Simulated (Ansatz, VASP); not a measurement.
# SbAs: VASP beside Ansatz

The input INCAR:

```
PREC = Accurate
ENCUT = 520
EDIFF = 1E-6
ISMEAR = 0
SIGMA = 0.05
LREAL = F
LASPH = T
NELM = 60
ALGO = Normal
ISIF = 2
LWAVE = F
LCHARG = T
LELF = T
LVHAR = T
NBANDS = 12
```

File KPOINTS:

```
regular mesh
0
Gamma
  6 6 6
```

POSCAR

```
SbAs
1.0
    3.3463221602      0.0000000000      0.0000000000
    0.0000000000      3.3463221602      0.0000000000
    0.0000000000      0.0000000000      3.3463221602
Sb As
1 1
Direct
    0.0000000000      0.0000000000      0.0000000000
    0.5000000000      0.5000000000      0.5000000000
```

Input for Ansatz:

```yaml
crystal:
  lattice:
    - [3.3463221602, 0.0, 0.0]
    - [0.0, 3.3463221602, 0.0]
    - [0.0, 0.0, 3.3463221602]
  atoms:
    - { symbol: Sb, position: [0.0, 0.0, 0.0] }
    - { symbol: As, position: [0.5, 0.5, 0.5] }
basis:
  ecutwfc: 420
kpoints:
  mp_grid: { grid: [6, 6, 6] }
hamiltonian:
  xc: lda
scf:
  occupations: { method: gaussian, width: 0.05 }
output:
  forces: true
  stress: true
  eigenvalues: true
```

Measurements of this composition are mostly on another form, of space group No. 160.

Alike in both runs: task single point; functional LDA; k mesh 6 × 6 × 6; occupations gaussian, width 0.05 eV; no spin polarisation.

```csv
,VASP,Ansatz
version,VASP 6.6.1,Ansatz 0.2.0
potentials or method,"VASP PAW LDA potentials, release 64 (Sb, As)","scalar-relativistic, plane waves, PAW"
plane-wave cutoff (eV),520,420
valence electrons in the cell,10,30
```

|  | VASP | Ansatz | Ansatz less VASP |
| --- | --- | --- | --- |
| gap on the k mesh at the Fermi level (eV) | none | none | - |
| pressure (GPa) | 16.0 | 15.4 | -0.56 |

A gap of «none» marks a metal or a gap that the smearing closes. The two sets of potentials don't hold the same shells in valence.

Caveats: so large a pressure means that the cell lies far from this level's equilibrium, or that cutoff or potentials fall short (VASP). The runs have no spin-orbit coupling, so splittings on Sb are missing.
